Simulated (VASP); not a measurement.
# Nb3B5 (P4/mmm) in VASP: notebook

The runs below take Nb3B5 through relaxation of cell and atoms, with PBE.

Everything below comes from runs of VASP 6.6.1. Logs are shortened: lines on timing, memory, paths and dates and some standing lists are left out, and cuts for length are marked.

## (1) Starting point

Symmetry: P4/mmm, No. 123, tetragonal system. Conventional cell: a = 4.389 Å, b = 4.389 Å, c = 4.605 Å, α = 90.00°, β = 90.00°, γ = 90.00°. Nb (site symmetry mmm) has 6 B at 2.19 to 2.48 Å as nearest neighbours. Nb (site symmetry 4/mmm) is surrounded by 10 B at 2.30 to 2.38 Å. Around B (site symmetry m2m) lie 3 B at 1.81 to 1.83 Å. Around B (site symmetry 4/mmm) lie 6 Nb at 2.19 to 2.30 Å.

The cell was built by a generator and needn't be a form met in nature.

## (2) Relaxation of cell and atoms, PBE

INCAR reads:

```
  ALGO = Normal
  EDIFF = 1E-6
  EDIFFG = -0.01
  ENCUT = 520
  GGA = PE
  IBRION = 2
  ISIF = 3
  ISMEAR = 0
  KPAR = 4
  LASPH = T
  LCHARG = F
  LREAL = F
  LWAVE = F
  NELM = 120
  NSW = 90
  PREC = Accurate
  SIGMA = 0.1
```

KPOINTS reads:

```
k-points
0
Gamma
  8 8 6
```

POSCAR reads:

```
Nb3B5
1.0
    4.3890000000      0.0000000000      0.0000000000
    0.0000000000      4.3890000000      0.0000000000
    0.0000000000      0.0000000000      4.6050000000
Nb B
3 5
Direct
    0.0000000000      0.5000000000      0.5000000000
    0.5000000000      0.0000000000      0.5000000000
    0.0000000000      0.0000000000      0.0000000000
    0.7914103400      0.5000000000      0.0000000000
    0.2085896600      0.5000000000      0.0000000000
    0.5000000000      0.7914103400      0.0000000000
    0.5000000000      0.2085896600      0.0000000000
    0.0000000000      0.0000000000      0.5000000000
```

Potentials or basis: VASP PAW PBE potentials, release 64 (Nb_sv, B).

On the command line:

```bash
$ cat potpaw_PBE.64/Nb_sv/POTCAR potpaw_PBE.64/B/POTCAR > POTCAR
$ mpirun -np 4 vasp_std > vasp.out
```

OUTCAR:

```text
EDIFF = 1E-6
   EDIFFG = -0.01
   ENCUT = 520
   GGA = PE
   IBRION = 2
   ISIF = 3
   ISMEAR = 0
   LASPH = T
   LREAL = F
   NELM = 120
   NSW = 90
   PREC = Accurate

 ion  position               nearest neighbor table
   1  0.000  0.500  0.500-   8 2.19   8 2.19   4 2.48   4 2.48   5 2.48   5 2.48
   2  0.500  0.000  0.500-   8 2.19   8 2.19   6 2.48   6 2.48   7 2.48   7 2.48
   3  0.000  0.000  0.000-   8 2.30   8 2.30   6 2.38   7 2.38   4 2.38   5 2.38   4 2.38   5 2.38
                             6 2.38   7 2.38
   4  0.791  0.500  0.000-   6 1.81   7 1.81   5 1.83   3 2.38   3 2.38   1 2.48   1 2.48
   5  0.209  0.500  0.000-   6 1.81   7 1.81   4 1.83   3 2.38   3 2.38   1 2.48   1 2.48
   6  0.500  0.791  0.000-   4 1.81   5 1.81   7 1.83   3 2.38   3 2.38   2 2.48   2 2.48
   7  0.500  0.209  0.000-   4 1.81   5 1.81   6 1.83   3 2.38   3 2.38   2 2.48   2 2.48
   8  0.000  0.000  0.500-   1 2.19   2 2.19   1 2.19   2 2.19   3 2.30   3 2.30

  LATTYP: Found a simple tetragonal cell.
 ALAT       =     4.3890000000
 C/A-ratio  =     1.0492139440

  Lattice vectors:

 A1 = (   4.3890000000,   0.0000000000,   0.0000000000)
 A2 = (   0.0000000000,   4.3890000000,   0.0000000000)
 A3 = (   0.0000000000,   0.0000000000,   4.6050000000)

Analysis of symmetry for initial positions (statically):
=====================================================================
 Subroutine PRICEL returns:
 Original cell was already a primitive cell.

 Routine SETGRP: Setting up the symmetry group for a
 simple tetragonal supercell.

 Subroutine GETGRP returns: Found 16 space group operations
 (whereof 16 operations were pure point group operations)
 out of a pool of 16 trial point group operations.

The static configuration has the point symmetry D_4h.

Analysis of symmetry for dynamics (positions and initial velocities):
=====================================================================
 Subroutine PRICEL returns:
 Original cell was already a primitive cell.

 Routine SETGRP: Setting up the symmetry group for a
 simple tetragonal supercell.

 Subroutine GETGRP returns: Found 16 space group operations
 (whereof 16 operations were pure point group operations)
 out of a pool of 16 trial point group operations.

The dynamic configuration has the point symmetry D_4h.

 Subroutine INISYM returns: Found 16 space group operations
 (whereof 16 operations are pure point group operations),
 and found     1 'primitive' translations

----------------------------------------------------------------------------------------

                                     Primitive cell

[... 116 lines left out ...]
   EFERMI =   0.00;   METHOD = LEGACY
   ISMEAR =     0;   SIGMA  =   0.10  broadening in eV -4-tet -1-fermi 0-gaus
   EFERMI_NEDOS =   21; number of points for ismear=-14 and -15
   IALGO  =     38    algorithm
   IMIX   =      4    mixing-type and parameters
     AMIX     =   0.40;   BMIX     =  1.00
     AMIX_MAG =   1.60;   BMIX_MAG =  1.00
  volume/ion in A,a.u.               =      11.09        74.83
  Fermi-wavevector in a.u.,A,eV,Ry     =   1.387456  2.621911 26.191672  1.925034
  Thomas-Fermi vector in A             =   2.511675
   LORBIT       =      0    0 simple, 1 ext, 2 COOP (PROOUT), +10 PAW based schemes
   GGA     = PE    functional components
   LHFCALC =     F    Hartree Fock is set to
   AEXX    =    0.0000 exact exchange contribution
   IVDW    =     0    specifies the selected vdW correction
   LEPSILON=     F    determine dielectric tensor
   LRPA    =     F    only Hartree local field effects (RPA)
 conjugate gradient relaxation of ions
 non-spin polarized calculation
 Gauss-broadening in eV      SIGMA  =   0.10
  energy-cutoff  :      520.00
  volume of cell :       88.71
 maximum number of plane-waves:      2416
 NGX is ok and might be reduce to    36
   NGX = 17   NGY = 17   NGZ = 17

--------------------------------------- Ionic step        1  -------------------------------------------

 number of electron      53.9999997 magnetization

 Free energy of the ion-electron system (eV)
  ---------------------------------------------------
  ext. energy  EPLUGINS =         0.00000000
  ---------------------------------------------------
  free energy    TOTEN  =       -64.53890568 eV

  energy without entropy =      -64.50936665  energy(sigma->0) =      -64.52413617

------------------------ aborting loop because EDIFF is reached ----------------------------------------

  FORCE on cell =-STRESS in cart. coord.  units (eV):
  Direction    XX          YY          ZZ          XY          YZ          ZX
  --------------------------------------------------------------------------------------
  -------------------------------------------------------------------------------------
  Total       -0.4324341     -0.4324341      0.9156018      0.0000000      0.0000000      0.0000000
  in kB       -7.8103355     -7.8103355     16.5369887      0.0000000      0.0000000      0.0000000
  external PRESSURE =       0.3054392 kB  Pullay stress =       0.0000000 kB
[... 155 lines left out ...]
--------------------------------------- Ionic step        5  -------------------------------------------

 number of electron      53.9999997 magnetization

 Free energy of the ion-electron system (eV)
  ---------------------------------------------------
  ext. energy  EPLUGINS =         0.00000000
  ---------------------------------------------------
  free energy    TOTEN  =       -64.54264642 eV

  energy without entropy =      -64.51150473  energy(sigma->0) =      -64.52707557

 E-fermi :  10.0830     XC(G=0): -12.2874

 val. band max:       10.0797419862   @ k =   0.1250   0.0000   0.1667
 cond. band min:      10.0976182779   @ k =   0.2500   0.1250   0.1667
 fundamental gap:      0.0178762917
 Fermi energy:        10.0830094508

 k-point     1 :       0.0000    0.0000    0.0000
  band No.  band energies     occupation
      1     -45.2875      2.00000
      2     -44.9448      2.00000
      3     -44.8641      2.00000
      4     -21.5702      2.00000
      5     -21.5702      2.00000
      6     -21.5393      2.00000
[... 829 lines left out ...]
     31      12.3621      0.00000
     32      12.3958      0.00000

 [... further k-points ...]

------------------------ aborting loop because EDIFF is reached ----------------------------------------

  FORCE on cell =-STRESS in cart. coord.  units (eV):
  Direction    XX          YY          ZZ          XY          YZ          ZX
  --------------------------------------------------------------------------------------
  -------------------------------------------------------------------------------------
  Total       -0.0007148     -0.0007148      0.0026384      0.0000000     -0.0000000      0.0000000
  in kB       -0.0128952     -0.0128952      0.0475997      0.0000000     -0.0000000      0.0000000
  external PRESSURE =       0.0072698 kB  Pullay stress =       0.0000000 kB
[... 23 lines left out ...]
  FREE ENERGIE OF THE ION-ELECTRON SYSTEM (eV)
  ---------------------------------------------------
  free  energy   TOTEN  =       -64.5426464208 eV

  energy  without entropy=      -64.5115047267  energy(sigma->0) =      -64.52707557

 reached required accuracy - stopping structural energy minimisation
```

OSZICAR:

```text
N       E                     dE             d eps       ncg     rms          rms(c)
DAV:   1     0.562793657942E+03    0.56279E+03   -0.29157E+04  3840   0.171E+03
[... 42 lines left out ...]
DAV:   2    -0.645427082551E+02    0.36425E-03   -0.24236E-03  6384   0.400E-01    0.623E-02
DAV:   3    -0.645426340841E+02    0.74171E-04   -0.19130E-04  6808   0.891E-02    0.263E-02
DAV:   4    -0.645426315519E+02    0.25322E-05   -0.10697E-04  7368   0.553E-02    0.151E-02
DAV:   5    -0.645426356780E+02   -0.41261E-05   -0.15315E-05  5728   0.242E-02    0.116E-02
DAV:   6    -0.645426410540E+02   -0.53759E-05   -0.32988E-06  4488   0.111E-02    0.706E-03
DAV:   7    -0.645426464979E+02   -0.54439E-05   -0.73421E-06  6392   0.128E-02    0.843E-04
DAV:   8    -0.645426464208E+02    0.77058E-07   -0.35847E-07  2432   0.477E-03
   5 F= -.64542646E+02 E0= -.64527076E+02  d E =-.433533E-04
```

Wall time 2.5 min (4 MPI ranks of Intel Xeon Platinum 8259CL at 2.50GHz (Skylake/Cascade Lake), shared host); peak memory 0.29 GiB.

Results:

| Property | Result |
| --- | --- |
| Free energy | -64.5426 eV |
| Relaxed volume | 11.10 Å³/atom |
| Relaxed cell | a = 4.378 Å, b = 4.378 Å, c = 4.633 Å, α = 90.00°, β = 90.00°, γ = 90.00° |
| Space group after relaxing (to 0.05 Å) | P4/mmm (No. 123) |
| Energy gained by relaxing | 0.5 meV/atom |
| Ionic steps | 5 |
| Pressure after relaxing | 0.0 GPa |
| Largest force after relaxing | 0.004 eV/Å |
| Band gap on the k mesh | none (metal or under the smearing width) |

Forces on the atoms (eV/Å):
```
Nb   0.000  0.000  0.000
Nb   0.000  0.000  0.000
Nb   0.000  0.000  0.000
B    0.004  0.000  0.000
B   -0.004  0.000  0.000
B    0.000  0.004  0.000
B    0.000 -0.004  0.000
B    0.000  0.000  0.000
```

The path:
```
step  energy change (eV)  largest force (eV/Å)  pressure (GPa)  volume (Å³)
   1              0.0000                0.0002            0.03        88.71
   2             -0.0037                0.0046            0.19        88.73
   3             -0.0037                0.0049            0.19        88.73
   4             -0.0037                0.0038           -0.23        88.90
   5             -0.0037                0.0043            0.00        88.81
```

Final structure:
```xyz
8
Lattice="4.3783 0.0000 0.0000 0.0000 4.3783 0.0000 0.0000 0.0000 4.6328" Properties=species:S:1:pos:R:3 pbc="T T T"
Nb    0.0000    2.1892    2.3164
Nb    2.1892    0.0000    2.3164
Nb    0.0000    0.0000    0.0000
B     3.4651    2.1892    0.0000
B     0.9132    2.1892    0.0000
B     2.1892    3.4651    4.6328
B     2.1892    0.9132    0.0000
B     0.0000    0.0000    2.3164
```

## (3) Relaxation of cell and atoms, PBE

INCAR reads:

```
  ALGO = Normal
  EDIFF = 1E-7
  EDIFFG = -0.005
  ENCUT = 520
  GGA = PE
  IBRION = 2
  ISIF = 3
  ISMEAR = 0
  KPAR = 4
  LASPH = T
  LCHARG = F
  LREAL = F
  LWAVE = F
  NELM = 120
  NSW = 60
  POTIM = 0.3
  PREC = Accurate
  SIGMA = 0.1
```

KPOINTS is that of step 2.

POSCAR reads:

```
Nb3B5                                   
1.0
    4.3783024220      0.0000000000      0.0000000000
    0.0000000000      4.3783024220     -0.0000000000
    0.0000000000      0.0000000000      4.6327537970
  Nb              B             
     3     5
Direct
     0.0000000000000000    0.5000000000000000    0.5000000000000000
     0.5000000000000000    0.0000000000000000    0.5000000000000000
     0.0000000000000000    0.0000000000000000    0.0000000000000000
     0.7914317924138271    0.5000000000000000    0.0000000000000000
     0.2085682075861729    0.5000000000000000    0.0000000000000000
     0.5000000000000000    0.7914317924138271    1.0000000000000000
     0.5000000000000000    0.2085682075861729    0.0000000000000000
     0.0000000000000000    0.0000000000000000    0.5000000000000000
```

Potentials or basis: VASP PAW PBE potentials, release 64 (Nb_sv, B).

On the command line:

```bash
$ cat potpaw_PBE.64/Nb_sv/POTCAR potpaw_PBE.64/B/POTCAR > POTCAR
$ mpirun -np 4 vasp_std > vasp.out
```

Wall time 67 s (4 MPI ranks of Intel Xeon Platinum 8259CL at 2.50GHz (Skylake/Cascade Lake), shared host); peak memory 0.29 GiB.

The run converged. Its results:

```yaml
Free_energy: -64.5427 eV
Pressure_after_relaxing: 0.0 GPa
Largest_force_after_relaxing: 0.004 eV/Å
Band_gap_on_the_k_mesh: none (metal or under the smearing width)
```

Forces on the atoms (eV/Å):
```
Nb   0.000  0.000  0.000
Nb   0.000  0.000  0.000
Nb   0.000  0.000  0.000
B    0.004  0.000  0.000
B   -0.004  0.000  0.000
B    0.000  0.004  0.000
B    0.000 -0.004  0.000
B    0.000  0.000  0.000
```

Final structure:
```xyz
8
Lattice="4.3783 0.0000 0.0000 0.0000 4.3783 0.0000 0.0000 0.0000 4.6328" Properties=species:S:1:pos:R:3 pbc="T T T"
Nb    0.0000    2.1892    2.3164
Nb    2.1892    0.0000    2.3164
Nb    0.0000    0.0000    0.0000
B     3.4651    2.1892    0.0000
B     0.9132    2.1892    0.0000
B     2.1892    3.4651    0.0000
B     2.1892    0.9132    0.0000
B     0.0000    0.0000    2.3164
```

Levels at points of the mesh, in eV from the Fermi level:
```tsv
k point	band 24	band 25	band 26	band 27	band 28	band 29	band 30	band 31
(0.00, 0.00, 0.00)	-1.61	-0.15	-0.15	0.52	0.52	0.56	0.88	1.37
(0.50, 0.00, 0.00)	-1.68	-1.07	-0.56	-0.11	-0.04	0.07	0.77	1.32
(0.50, 0.50, 0.00)	-2.08	-1.87	-1.87	-0.59	0.53	0.53	0.86	1.49
(0.00, 0.00, 0.50)	-2.32	-2.29	-2.12	0.08	0.08	1.04	1.04	2.24
(0.50, 0.00, 0.50)	-3.13	-1.50	-0.99	0.05	0.76	0.87	1.01	1.15
(0.50, 0.50, 0.50)	-2.60	-1.45	-1.45	-0.97	-0.29	-0.29	0.42	0.80
```

Caveat: the relaxation stopped at its first step, so nothing moved.
